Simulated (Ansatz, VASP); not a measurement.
**Cross-check of Cu (Cu(100)) between VASP and Ansatz**

One calculation is typed for both programs; each brings its own data sets. How far apart do they land? The cell is taken from a series of runs on this material, whose earlier steps may have relaxed, scaled, displaced or heated it; both programs get it as it stands.

Main program and level: Ansatz 0.2.0; plane waves, with VASP 6.6.1 beside it; single point at PBEsol, single point at RPBE and single point at LDA.

**1. Set-up**

The cell holds 7 atoms: 7 Cu. Cell: a = 2.553 Å, b = 2.553 Å, c = 28.830 Å, α = 90.0°, β = 90.0°, γ = 90.0°. Vacuum lies along c.

As a file:

```xyz
7
Lattice="2.5527 0.0000 0.0000 0.0000 2.5527 0.0000 0.0000 0.0000 28.8300" Properties=species:S:1:pos:R:3
Cu    0.0000    0.0000    9.0000
Cu    1.2763    1.2763   10.8050
Cu    0.0000    0.0000   12.6100
Cu    1.2763    1.2763   14.4150
Cu    0.0000    0.0000   16.2200
Cu    1.2763    1.2763   18.0250
Cu    0.0000    0.0000   19.8300
```

**2. VASP: single point, PBEsol**

A single point gives forces, pressure and levels at one fixed geometry, so differences don't come from the geometry; what else differs is listed under the comparison.

Lines of VASP's logs that name or quote its potential files are left out, and so is its time.

Contents of INCAR:

```
SYSTEM = Cu
PREC = Accurate
ENCUT = 520
EDIFF = 1E-06
NELM = 120
ISMEAR = -1
SIGMA = 0.1
LREAL = .FALSE.
ALGO = Normal
GGA = PS
NBANDS = 47
LASPH = .TRUE.
LORBIT = 11
LWAVE = .FALSE.
LCHARG = .FALSE.
ISIF = 2
LDIPOL = .TRUE.
IDIPOL = 3
DIPOL = 0.5 0.5 0.5
LVHAR = .TRUE.
GGA_COMPAT = .FALSE.
NELMDL = -8
KPAR = 2
```

Contents of POSCAR:

```
Cu
1.0
    2.5526554801      0.0000000000      0.0000000000
    0.0000000000      2.5526554801      0.0000000000
    0.0000000000      0.0000000000     28.8300000000
Cu
7
Direct
    0.0000000000      0.0000000000      0.3121748179
    0.5000000000      0.5000000000      0.3747832119
    0.0000000000      0.0000000000      0.4373916060
    0.5000000000      0.5000000000      0.5000000000
    0.0000000000      0.0000000000      0.5626083940
    0.5000000000      0.5000000000      0.6252167881
    0.0000000000      0.0000000000      0.6878251821
```

Contents of KPOINTS:

```
Automatic mesh
0
Gamma
16 16 1
0 0 0
```

Potentials, in the order of the species: Cu (PBE family, release 64).

Run with:

```
mpirun -np 2 vasp_std
```

Numbers of over 12 decimals in the logs are rounded to 6 here.

The program printed:

```text
[banner, memory and clock lines left out]
running    2 mpi-ranks, on    1 nodes
 distrk:  each k-point on    1 cores,    2 groups
 distr:  one band on    1 cores,    1 groups

 POSCAR found type information on POSCAR Cu
 POSCAR found :  1 types and       7 ions
|                                                                             |
|               ----> ADVICE to this user running VASP <----                  |
|                                                                             |
|     You enforced a specific xc type in the INCAR file but a different       |
|     [... a line on the potential file left out ...]
|     I HOPE YOU KNOW WHAT YOU ARE DOING!                                     |
|                                                                             |

 LDA part: xc-table for (Slater+PW92), standard interpolation
 POSCAR, INCAR and KPOINTS ok, starting setup
 FFT: planning ... GRIDC
 FFT: planning ... GRID_SOFT
 FFT: planning ... GRID
 WAVECAR not read
 entering main loop
       N       E                     dE             d eps       ncg     rms          rms(c)
DAV:   1     0.690458490355E+03    0.69046E+03   -0.33801E+04  4230   0.222E+03
DAV:   2     0.460810283685E+02   -0.64438E+03   -0.62565E+03  4230   0.438E+02
DAV:   3    -0.327804752634E+02   -0.78862E+02   -0.73723E+02  4482   0.207E+02
DAV:   4    -0.355978550667E+02   -0.28174E+01   -0.27960E+01  4671   0.522E+01
DAV:   5    -0.356709257098E+02   -0.73071E-01   -0.73021E-01  5085   0.660E+00
DAV:   6    -0.356742575423E+02   -0.33318E-02   -0.33312E-02  5513   0.119E+00
DAV:   7    -0.356744321695E+02   -0.17463E-03   -0.17462E-03  5830   0.233E-01
DAV:   8    -0.356744371591E+02   -0.49896E-05   -0.49893E-05  4841   0.320E-02    0.214E+01
DAV:   9    -0.318708080630E+02    0.38036E+01   -0.82334E+01  4635   0.141E+02    0.116E+01
DAV:  10    -0.286690657524E+02    0.32017E+01   -0.14455E+01  4933   0.784E+01    0.300E+00
DAV:  11    -0.287065223652E+02   -0.37457E-01   -0.28913E+00  5114   0.460E+01    0.103E+00
DAV:  12    -0.287175506542E+02   -0.11028E-01   -0.66514E-01  5185   0.127E+01    0.171E+00
DAV:  14    -0.286733503513E+02    0.26656E-01   -0.12360E-01  4998   0.814E+00    0.161E-01
DAV:  15    -0.286749209920E+02   -0.15706E-02   -0.25227E-02  4851   0.212E+00    0.126E-01
[...]
DAV:  19    -0.286741290509E+02    0.33601E-03   -0.15395E-03  4645   0.673E-01    0.146E-02
DAV:  20    -0.286741395909E+02   -0.10540E-04   -0.24213E-04  5220   0.223E-01    0.299E-02
DAV:  21    -0.286741742914E+02   -0.34701E-04   -0.68682E-05  4805   0.143E-01    0.712E-03
DAV:  22    -0.286742200084E+02   -0.45717E-04   -0.11951E-05  4643   0.467E-02    0.327E-03
DAV:  23    -0.286743049719E+02   -0.84963E-04   -0.14383E-05  4562   0.459E-02    0.573E-03
DAV:  24    -0.286743129407E+02   -0.79688E-05   -0.21084E-06  2967   0.249E-02    0.270E-03
DAV:  25    -0.286743208825E+02   -0.79418E-05   -0.37309E-06  3762   0.260E-02    0.308E-03
DAV:  26    -0.286743216505E+02   -0.76807E-06   -0.37592E-07  2752   0.934E-03
   1 F= -.28674322E+02 E0= -.28636762E+02  d E =-.751185E-01
```

From OUTCAR (step 2):

```text
ion  position               nearest neighbor table
   1  0.000  0.000  0.312-   2 2.55   2 2.55   2 2.55   2 2.55
   2  0.500  0.500  0.375-   1 2.55   1 2.55   1 2.55   1 2.55   3 2.55   3 2.55   3 2.55   3 2.55

  LATTYP: Found a simple tetragonal cell.
 ALAT       =     2.5526554801
 C/A-ratio  =    11.2941210534

 Subroutine GETGRP returns: Found 16 space group operations
 (whereof 16 operations were pure point group operations)

The static configuration has the point symmetry D_4h.

 Found     45 irreducible k-points:

   k-points           NKPTS =     45   k-points in BZ     NKDIM =     45   number of bands    NBANDS=     47

   dimension x,y,z NGX =    20 NGY =   20 NGZ =  216
   dimension x,y,z NGXF=    40 NGYF=   40 NGZF=  432

   ENCUT  =  520.0 eV  38.22 Ry    6.18 a.u.   4.75  4.75 53.60*2*pi/ulx,y,z

   NELECT =      77.0000    total number of electrons

 k-points in reciprocal lattice and weights: Automatic mesh
   0.00000000  0.00000000  0.00000000       0.004
   0.06250000  0.00000000  0.00000000       0.016
   0.12500000  0.00000000  0.00000000       0.016
   0.18750000  0.00000000  0.00000000       0.016
   0.25000000  0.00000000  0.00000000       0.016
   0.31250000  0.00000000  0.00000000       0.016
   0.37500000  0.00000000  0.00000000       0.016
   0.43750000  0.00000000  0.00000000       0.016
   0.50000000  0.00000000  0.00000000       0.008
[...]
0.50000000  0.43750000  0.00000000       0.016
   0.50000000  0.50000000  0.00000000       0.004

 dipolmoment           0.000000      0.000000     -0.000000 electrons x Angstroem

 average (electrostatic) potential at core
       1 -69.8746       2 -70.2960       3 -70.2934       4 -70.3025       5 -70.2934
       6 -70.2960       7 -69.8746

 E-fermi :   0.7009

 k-point     1 :       0.0000    0.0000    0.0000
  band No.  band energies     occupation
    ...
     37      -0.7755      2.00000
     38      -0.7755      2.00000
     39      -0.7642      2.00000
     40      -0.7633      2.00000
     41      -0.4158      1.99997
     42       1.0469      0.06093
     43       1.9360      0.00001
     44       5.0681      0.00000
     45       5.3429      0.00000
     46       5.8550      0.00000
    ...

 k-point     2 :       0.0625    0.0000    0.0000
  band No.  band energies     occupation
    ...
     37      -0.8393      2.00000
     38      -0.8161      2.00000
     39      -0.7776      2.00000
     40      -0.7509      2.00000
     41      -0.1709      1.99967
     42       1.2353      0.00951
     43       2.1530      0.00000
     44       5.1576      0.00000
     45       5.4357      0.00000
     46       5.9418      0.00000
    ...

 k-point     3 :       0.1250    0.0000    0.0000
  band No.  band energies     occupation
    ...
     37      -0.8644      2.00000
     38      -0.7907      2.00000
     39      -0.7820      2.00000
     40      -0.7602      2.00000
     41       0.2896      1.96782
     42       1.7084      0.00008
     43       2.7132      0.00000
     44       5.4256      0.00000
     45       5.7145      0.00000
     46       6.2015      0.00000
    ...

  Total       -4.2278711     -4.2278711     -2.9265913      0.0000000     -0.0000000      0.0000000
  in kB      -36.0581357    -36.0581357    -24.9599442      0.0000000     -0.0000000      0.0000000
  external PRESSURE =     -32.3587386 kB  Pullay stress =       0.0000000 kB

  energy-cutoff  :      520.00
  volume of cell :      187.86
      direct lattice vectors                 reciprocal lattice vectors
     2.552655480  0.000000000  0.000000000     0.391748909  0.000000000  0.000000000
     0.000000000  2.552655480  0.000000000     0.000000000  0.391748909  0.000000000
     0.000000000  0.000000000 28.830000000     0.000000000  0.000000000  0.034686091

 POSITION                                       TOTAL-FORCE (eV/Angst)
 -----------------------------------------------------------------------------------
      0.00000      0.00000      9.00000         0.000000     -0.000000      0.418777
      1.27633      1.27633     10.80500        -0.000000      0.000000     -0.223256
      0.00000      0.00000     12.61000         0.000000      0.000000      0.008213
      1.27633      1.27633     14.41500         0.000000      0.000000      0.000000
      0.00000      0.00000     16.22000        -0.000000      0.000000     -0.008213
      1.27633      1.27633     18.02500         0.000000      0.000000      0.223256
      0.00000      0.00000     19.83000        -0.000000     -0.000000     -0.418777
 -----------------------------------------------------------------------------------
    total drift:                               -0.000000      0.000000      0.000000

  FREE ENERGIE OF THE ION-ELECTRON SYSTEM (eV)
  ---------------------------------------------------
  free  energy   TOTEN  =       -28.6743216505 eV

  energy  without entropy=      -28.5992031632  energy(sigma->0) =      -28.63676241

 vacuum level on the upper side and lower side of the slab         5.337         5.337

 total charge
# of ion       s       p       d       tot
------------------------------------------
    1        0.443   0.262   9.203   9.908
    2        0.448   0.383   9.169  10.001
    3        0.450   0.391   9.167  10.008
    4        0.453   0.389   9.166  10.007
    5        0.450   0.391   9.167  10.008
    6        0.448   0.383   9.169  10.001
    7        0.443   0.262   9.203   9.908
--------------------------------------------------
tot          3.136   2.460  64.244  69.840

[... 3 further parts left out ...]
```

**3. Ansatz: single point, PBEsol**

Ansatz runs on its default PAW (the set named soft_2) files.

The same cell, functional, mesh and smearing now go to Ansatz, which takes its cutoff from its data sets.

Contents of input.yaml:

```yaml
crystal:
  lattice:
    - [2.5526554801, 0.0, 0.0]
    - [0.0, 2.5526554801, 0.0]
    - [0.0, 0.0, 28.83]
  atoms:
    - { symbol: Cu, position: [0.0, 0.0, 0.3121748179] }
    - { symbol: Cu, position: [0.5, 0.5, 0.3747832119] }
    - { symbol: Cu, position: [0.0, 0.0, 0.437391606] }
    - { symbol: Cu, position: [0.5, 0.5, 0.5] }
    - { symbol: Cu, position: [0.0, 0.0, 0.562608394] }
    - { symbol: Cu, position: [0.5, 0.5, 0.6252167881] }
    - { symbol: Cu, position: [0.0, 0.0, 0.6878251821] }
kpoints:
  mp_grid: { grid: [16, 16, 1] }
hamiltonian:
  xc: pbesol
scf:
  occupations: { method: fermi_dirac, width: 0.1 }
  convergence: { dr2_threshold: 1.0e-09 }
efield:
  axis: 3
  dipole_correction: true
  ramp_position: 0.97
  ramp_width: 0.06
output:
  write_potential: true
  write_density: true
  volumetric_format: npy
```

Run with:

```
ansatz run input.yaml --threads 4 --pin off --max-ram 6144MiB --backend cpu --events-out ev --progress --plain --runs-dir out
```

The program printed:

```text
Engine: ansatz 0.2.0, aarch64-unknown-linux-gnu
Pseudopotentials: kind: paw
Pseudopotential: Cu, paw, valence charge 19, recommended cutoff 420 eV (normal), Cu.paw.azcp
Functional definition: PBEsol
  exchange = pbesol_x
  correlation = pbesol_c
Crystal: 7 atoms, lattice volume = 187.858 Å³
Basis set: ecut = 420 eV, 3701 PW (Γ)
Bands: 80, of which v1, the nominal top of the filled ones, is band 67 counted from 1 (66 counted from 0)
Symmetry: 8 space group operations
k-points: 45 of 256
Non-local potential: Cu, projectors of the file, l = 0: 3, l = 1: 2, l = 2: 3, l = 3: 1
PAW form: soft (Blöchl's): semilocal exchange-correlation on the pseudo side does not see the compensation charge
PAW frozen core: Cu, regenerated for the run's functional, and the local potential with it (the file was generated under x = pbe(κ = 0.804, μ = 0.219515), c = pbe(β = 0.066725))
PAW one-centre angular grid: Cu, 590 points (default); XC on 64 Gauss nodes
Initial density: superposition of atomic densities (neutral atoms: chi_scale 0, normalization atom), corrected by the library's trained network
Initial wavefunctions: pseudopotential atomic-orbital guess
Functional: x = pbesol(κ = 0.804, μ = 0.123457), c = pbesol(β = 0.046)
SCF iter   1: F=—  HF=-46119.908644 eV  |F-HF|=—  |Δ(HF+E_count)|=         —  Δρ=1.40e-2  dr2=2.55e-1  ethr=1.77e-3  p=0.000 e·Å  D=1.54e-14 V/Å  ΔV_dip=-0.00 eV  dr2_dipole=1.30e-8  V_vac-E_F(+/−)=4.51/4.51 eV  ⟨swp⟩=7.7  Hψ=15098  notcnv=0  defer=74
efield: sawtooth ramp at fractional position 0.9700 (set: `efield.ramp_position`, or a place that a band, a saddle search or an elastic batch's reference lends), width 0.0600; the density the first Hamiltonian is built on has a dipole p = 0.000 e·Å; the dipole correction subtracts the counter field D = 1.54e-14 V/Å, which shifts the + side's vacuum level by -0.00 eV against the − side's; the planar-averaged density in the ramp window peaks in size at 4.0e-5 e/Å³
preconditioner: auto → LDOS  [metal: Δε(μ)=0.039 eV  Ē_g=8.504 eV  σ=0.100 eV  W_gap=0.10  n_scr=50 (ndim 8)  ℏωp=23.8 eV  f_vac=0.528  D(μ)=2.48/eV (n_scr^D=14)  β→1.0]
SCF iter   2: F=—  HF=-46120.279652 eV  |F-HF|=—  |Δ(HF+E_count)|=   3.71e-1  Δρ=3.92e-2  dr2=1.55e0  ethr=1.92e-4  p=0.000 e·Å  D=6.45e-6 V/Å  ΔV_dip=-0.00 eV  dr2_dipole=1.23e-9  V_vac-E_F(+/−)=4.79/4.79 eV  ⟨swp⟩=3.0  Hψ=8920  notcnv=0  defer=204  recentre
SCF iter   3: F=—  HF=-46119.868610 eV  |F-HF|=—  |Δ(HF+E_count)|=   4.11e-1  Δρ=2.76e-3  dr2=1.08e-2  ethr=1.92e-4  p=0.000 e·Å  D=2.73e-6 V/Å  ΔV_dip=-0.00 eV  dr2_dipole=8.49e-9  V_vac-E_F(+/−)=4.62/4.62 eV  ⟨swp⟩=2.8  Hψ=7569  notcnv=0  defer=205
SCF iter   4: F=—  HF=-46119.866634 eV  |F-HF|=—  |Δ(HF+E_count)|=   1.98e-3  Δρ=1.41e-3  dr2=2.98e-3  ethr=8.11e-6  p=-0.000 e·Å  D=-7.37e-7 V/Å  ΔV_dip=0.00 eV  dr2_dipole=4.33e-10  V_vac-E_F(+/−)=4.65/4.65 eV  ⟨swp⟩=2.6  Hψ=5966  notcnv=0  defer=205
SCF iter   5: F=—  HF=-46119.866301 eV  |F-HF|=—  |Δ(HF+E_count)|=   3.33e-4  Δρ=2.96e-4  dr2=9.20e-5  ethr=2.24e-6  p=-0.000 e·Å  D=-3.01e-7 V/Å  ΔV_dip=0.00 eV  dr2_dipole=1.18e-10  V_vac-E_F(+/−)=4.65/4.65 eV  ⟨swp⟩=2.0  Hψ=4968  notcnv=0  defer=205
SCF iter   6: F=—  HF=-46119.866313 eV  |F-HF|=—  |Δ(HF+E_count)|=   1.22e-5  Δρ=1.01e-4  dr2=1.27e-5  ethr=6.91e-8  p=-0.000 e·Å  D=-8.16e-8 V/Å  ΔV_dip=0.00 eV  dr2_dipole=3.54e-11  V_vac-E_F(+/−)=4.65/4.65 eV  ⟨swp⟩=2.5  Hψ=5583  notcnv=0  defer=205
SCF iter   7: F=—  HF=-46119.866346 eV  |F-HF|=—  |Δ(HF+E_count)|=   3.37e-5  Δρ=6.07e-5  dr2=5.84e-6  ethr=9.58e-9  p=0.000 e·Å  D=8.09e-8 V/Å  ΔV_dip=-0.00 eV  dr2_dipole=4.41e-12  V_vac-E_F(+/−)=4.65/4.65 eV  ⟨swp⟩=2.2  Hψ=5172  notcnv=0  defer=205
SCF iter   8: F=—  HF=-46119.866330 eV  |F-HF|=—  |Δ(HF+E_count)|=   1.60e-5  Δρ=2.59e-5  dr2=9.33e-7  ethr=4.39e-9  p=0.000 e·Å  D=1.33e-8 V/Å  ΔV_dip=-0.00 eV  dr2_dipole=1.09e-12  V_vac-E_F(+/−)=4.66/4.66 eV  ⟨swp⟩=2.0  Hψ=5061  notcnv=0  defer=205
SCF iter   9: F=—  HF=-46119.866330 eV  |F-HF|=—  |Δ(HF+E_count)|=   2.04e-7  Δρ=6.82e-6  dr2=1.07e-7  ethr=7.01e-10  p=-0.000 e·Å  D=-1.42e-8 V/Å  ΔV_dip=0.00 eV  dr2_dipole=4.25e-13  V_vac-E_F(+/−)=4.66/4.66 eV  ⟨swp⟩=2.1  Hψ=5065  notcnv=0  defer=205
SCF iter  10: F=—  HF=-46119.866330 eV  |F-HF|=—  |Δ(HF+E_count)|=   1.89e-7  Δρ=7.63e-6  dr2=8.32e-8  ethr=8.08e-11  p=0.000 e·Å  D=9.55e-9 V/Å  ΔV_dip=-0.00 eV  dr2_dipole=9.18e-14  V_vac-E_F(+/−)=4.66/4.66 eV  ⟨swp⟩=2.4  Hψ=5216  notcnv=0  defer=205
SCF iter  11: F=—  HF=-46119.866331 eV  |F-HF|=—  |Δ(HF+E_count)|=   1.83e-7  Δρ=2.10e-6  dr2=7.91e-9  ethr=6.25e-11  p=-0.000 e·Å  D=-7.45e-9 V/Å  ΔV_dip=0.00 eV  dr2_dipole=4.02e-14  V_vac-E_F(+/−)=4.66/4.66 eV  ⟨swp⟩=2.0  Hψ=4836  notcnv=0  defer=205
SCF iter  12: F=-46119.866331 eV  HF=-46119.866331 eV  |F-HF|=8.37e-10  |Δ(HF+E_count)|=   2.32e-8  Δρ=4.08e-7  dr2=2.08e-10  ethr=1.00e-12  p=0.000 e·Å  D=2.47e-8 V/Å  ΔV_dip=-0.00 eV  dr2_dipole=1.69e-13  V_vac-E_F(+/−)=4.66/4.66 eV  ⟨swp⟩=11.1  Hψ=15599  notcnv=0
SCF 1 converged in 12 iterations: F = -46119.866331 eV  dr2 = 2.08e-10
  greatest PAW one-centre occupation: 1.000 electrons in one spin orbital (limit 2), on the Cu atom at site 6 (counted from 0), in its partial waves of l = 0
WARN: The output density's exchange-correlation potential varies sharply where the density is thin. Do not read a vacuum level from v_tot or v_xc, or from such a field of the output density. On a cell that repeats whose density bears no net charge and no dipole along the vacuum's axis use v_es (v_loc + v_h of the components); under efield.dipole_correction with no amplitude use v_es + v_field, which holds any externa [...]
SCF converged after 12 iterations
Free energy (F): -46119.866331 eV
Harris-Foulkes:  -46119.866331 eV  (|F-HF|=8.37e-10)
Internal energy: -46119.789820 eV  (E = F + TS)
E sigma→0 (E₀):  -46119.828075 eV
Entropy (-TS):   -0.076511 eV (-10.930 meV/atom)
Fermi energy:    4.730395 eV
Dipole field:    D = 0.000001 V/Å  (p = 0.000001 e·Å, saw-weighted, corrected)
Work function:   Φ+ = 4.6569 eV   Φ− = 4.6569 eV
Levels:          The Fermi level and band energies are counted from a zero that moves with the ramp; work functions are not
--- Per-component energies (eV) ---
  E_band       = -4089.074096
  E_kinetic    = 2098.981782
  E_local      = -405227.883899  (includes V_loc(G=0)·N_el)
  E_nonlocal   = 2749.173256
  E_hartree    = 200126.897294
  E_xc         = -619.365222
  E_vxc        = -802.604782  (∫ρ·V_xc dr)
  E_paw        = -11392.158445  (= ΣΔE_a)
  E_vpaw       = -3160.538862  (= ΣTr[D̂ρ^β])
  E_aug_tail   = 0.001762  (compensation charges beyond the density's cutoff)
  E_efield     = 0.000000  (sawtooth field / dipole correction)
  E_vefield    = 0.000000  (∫n·V_field dr)
  E_ewald      = 166143.120236
  E_core_change = 1.443415  (= ΣΔE_core)
  E_smearing   = -0.076511  (= −TS)
  E_closure    = -0.000000  (closes the sum)
  Σ components = -46119.866331   (vs F -46119.866331, Δ=0.00e0)
--- Band table (eV; the first three rows and the last of 45) ---
  k-point 0: bands = [... 63 lower, 3.2091, 3.2909, 3.2909, 3.2994, 3.3004, 3.5969, 5.0580, 5.9331, ... 9 higher]
  k-point 1: bands = [... 63 lower, 3.1585, 3.2254, 3.2482, 3.2860, 3.3146, 3.8521, 5.2499, 6.1544, ... 9 higher]
  k-point 2: bands = [... 63 lower, 3.1937, 3.1990, 3.2556, 3.2829, 3.3054, 4.3173, 5.7282, 6.7220, ... 9 higher]
  k-point 44: bands = [... 63 lower, 6.5827, 6.5827, 7.6851, 7.6851, 9.1321, 9.1321, 10.8027, 10.8027, ... 9 higher]
```

**4. Side by side**

Known differences besides the potentials themselves: the data sets hold 133 valence electrons in Ansatz (on its default PAW (the set named soft_2) files) and 77 in VASP; the cutoff is 420 eV in Ansatz and 520 eV in VASP; Ansatz makes its cores anew for this functional, VASP keeps those of its PBE data sets. Total energies have different zeros and are not compared.

Compared:

| quantity | Ansatz | VASP | difference |
| --- | --- | --- | --- |
| work function, lower of the two faces (eV) | 4.66 | 4.64 | +0.02 |
| work function, higher of the two faces (eV) | 4.66 | 4.64 | +0.02 |

With vacuum in the cell, a pressure given here is an average over mostly empty space and none of the material.

(Continued in part 2 of 2.)

[Lines on the potential files, build, host, timing and source positions are cut from VASP's logs without a mark.]

[Logs are printed without paths, hosts, clocks, repeated set-up lines and the standing remarks that a program may print on its own settings, such as how far it seeks lower states.]

[Hosts, paths, dates, database ids (printed as entryN), source tags and the programs' standing remarks are cut or masked in the printed files.]
